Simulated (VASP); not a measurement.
These are PBE GGA, VASP's PBE PAW potentials (set 64) (plane waves; VASP) values and carry that method's errors.

VASP ran on this input.

**KPOINTS**
```
Automatic mesh
0
Gamma
7 7 7
0 0 0
```

**INCAR**
```
ALGO  =  Normal   # blocked Davidson
NELM  =  100
ISIF  =  3   # ions, shape and volume
SIGMA  =  0.1   # width (eV)
IBRION  =  2   # conjugate gradients
PREC  =  Accurate
EDIFF  =  1E-6   # SCF stop (eV)
LREAL  =  .False.
EDIFFG  =  -0.02   # ionic stop
LWAVE  =  .False.
ENCUT  =  480   # plane-wave cut-off (eV)
LMAXMIX  =  6
GGA  =  PE   # PBE
SYSTEM  =  Pt3Ti
LCHARG  =  .False.
NSW  =  60
ISMEAR  =  1   # Methfessel-Paxton
LASPH  =  .True.
```

POSCAR:
```
Pt3Ti
1
    3.9463690324    -0.0000000000    -0.0000000000
    0.0000000000     3.9463690324     0.0000000000
    0.0000000000     0.0000000000     3.9463690324
Ti Pt
1 3
Direct
  0.0000000000   0.0000000000   0.0000000000
  0.0000000000   0.5000000000   0.5000000000
  0.5000000000   0.0000000000   0.5000000000
  0.5000000000   0.5000000000   0.0000000000
```

POTCAR, in this order: Ti_sv Pt (PBE.64 set). Program: vasp_std.

The run wrote:

### OSZICAR
```
       N       E                     dE             d eps       ncg     rms          rms(c)
DAV:   1     0.372068133764E+03    0.37207E+03   -0.20326E+04  1000   0.170E+03
DAV:   2    -0.184402199907E-01   -0.37209E+03   -0.36577E+03  1090   0.437E+02
DAV:   3    -0.318016315164E+02   -0.31783E+02   -0.31047E+02  1446   0.109E+02
DAV:   4    -0.327486699223E+02   -0.94704E+00   -0.94315E+00  1180   0.204E+01
DAV:   5    -0.327785597954E+02   -0.29890E-01   -0.29812E-01  1509   0.353E+00    0.207E+01
DAV:   6    -0.310491378180E+02    0.17294E+01   -0.24025E+01  1422   0.336E+01    0.147E+01
DAV:   7    -0.304324015605E+02    0.61674E+00   -0.32240E+01  1456   0.338E+01    0.984E+00
DAV:   8    -0.296988259271E+02    0.73358E+00   -0.17094E+00  1405   0.986E+00    0.455E+00
DAV:   9    -0.295982279338E+02    0.10060E+00   -0.20267E+00  1510   0.762E+00    0.232E+00
DAV:  10    -0.295461556303E+02    0.52072E-01   -0.31641E-01  1426   0.379E+00    0.349E-01
DAV:  11    -0.295489541888E+02   -0.27986E-02   -0.65235E-03  1360   0.586E-01    0.527E-01
DAV:  12    -0.295464932451E+02    0.24609E-02   -0.16545E-02  1480   0.754E-01    0.982E-02
DAV:  13    -0.295464612363E+02    0.32009E-04   -0.23317E-04  1168   0.112E-01    0.522E-02
DAV:  14    -0.295464565889E+02    0.46474E-05   -0.23720E-05  1305   0.305E-02    0.408E-02
DAV:  15    -0.295464434969E+02    0.13092E-04   -0.76386E-05  1487   0.553E-02    0.460E-03
DAV:  16    -0.295464438288E+02   -0.33196E-06   -0.10388E-06   701   0.740E-03
   1 F= -.29546444E+02 E0= -.29546476E+02  d E =-.295464E+02
```

File OUTCAR:
```
------------------------ aborting loop because EDIFF is reached ----------------------------------------
  FORCE on cell =-STRESS in cart. coord.  units (eV):
  Direction    XX          YY          ZZ          XY          YZ          ZX
  --------------------------------------------------------------------------------------
  Total       -0.0150948     -0.0150948     -0.0150948      0.0000000      0.0000000     -0.0000000
  in kB       -0.3935001     -0.3935001     -0.3935001      0.0000000      0.0000000     -0.0000000
  external PRESSURE =      -0.3935001 kB  Pullay stress =       0.0000000 kB
  volume of cell :       61.46
      direct lattice vectors                 reciprocal lattice vectors
     3.946369032  0.000000000  0.000000000     0.253397488  0.000000000  0.000000000
     0.000000000  3.946369032  0.000000000     0.000000000  0.253397488  0.000000000
     0.000000000  0.000000000  3.946369032     0.000000000  0.000000000  0.253397488
 POSITION                                       TOTAL-FORCE (eV/Angst)
 -----------------------------------------------------------------------------------
      0.00000      0.00000      0.00000         0.000000      0.000000      0.000000
      0.00000      1.97318      1.97318         0.000000      0.000000      0.000000
      1.97318      0.00000      1.97318         0.000000      0.000000      0.000000
      1.97318      1.97318      0.00000         0.000000      0.000000      0.000000
 -----------------------------------------------------------------------------------
    total drift:                                0.000000      0.000000      0.000000
  FREE ENERGIE OF THE ION-ELECTRON SYSTEM (eV)
  ---------------------------------------------------
  free  energy   TOTEN  =       -29.5464438288 eV

  energy  without entropy=      -29.5465417583  energy(sigma->0) =      -29.54647647

 reached required accuracy - stopping structural energy minimisation
```
(Selected blocks of OUTCAR.)

File OUTCAR:
```
 val. band max:       11.2124417246   @ k =   0.4286   0.0000   0.0000

 cond. band min:      11.2827479122   @ k =   0.4286   0.1429   0.1429


 Fermi energy:        11.2316798586

 k-point     1 :       0.0000    0.0000    0.0000
  band No.  band energies     occupation
      1     -47.0375      2.00000
      2     -23.2445      2.00000
      3     -23.2445      2.00000
      4     -23.2445      2.00000
      5       1.3414      2.00000
      6       4.1630      2.00000
      7       4.4975      2.00000
      8       4.4975      2.00000
      9       4.8038      2.00000
     10       4.8038      2.00000
     11       4.8038      2.00000
     12       7.7528      2.00000
     13       7.7528      2.00000
     14       7.7528      2.00000
     15       9.5799      2.00000
     16       9.5799      2.00000
     17      10.6623      2.00000
     18      11.2092      1.37011
     19      11.2092      1.37010
     20      11.2092      1.37010
     21      12.5098     -0.00000
     22      12.5098     -0.00000
     23      12.8037     -0.00000
     24      12.8037     -0.00000
     25      12.8037     -0.00000

 k-point     2 :       0.1429    0.0000    0.0000
  band No.  band energies     occupation
      1     -47.0373      2.00000
      2     -23.2489      2.00000
      3     -23.2452      2.00000
      4     -23.2452      2.00000
      5       1.6015      2.00000
      6       4.3233      2.00000
      7       4.5853      2.00000
      8       4.7125      2.00000
      9       4.8979      2.00000
     10       4.9608      2.00000
     11       4.9608      2.00000
     12       7.6003      2.00000
     13       7.8270      2.00000
     14       7.8270      2.00000
     15       9.3632      2.00000
     16       9.6107      2.00000
     17      10.2708      2.00000
     18      10.2708      2.00000
     19      10.4324      2.00000
     20      11.2098      1.36028
     21      11.4823     -0.00225
     22      12.2835     -0.00000
     23      12.2835     -0.00000
...
```

Unless said otherwise, spin-orbit coupling is left out, though it shifts the bands of the heavy elements here.

The compound is Pt3Ti in the L1_2 structure. It was relaxed first. The start is the result of an earlier pass.
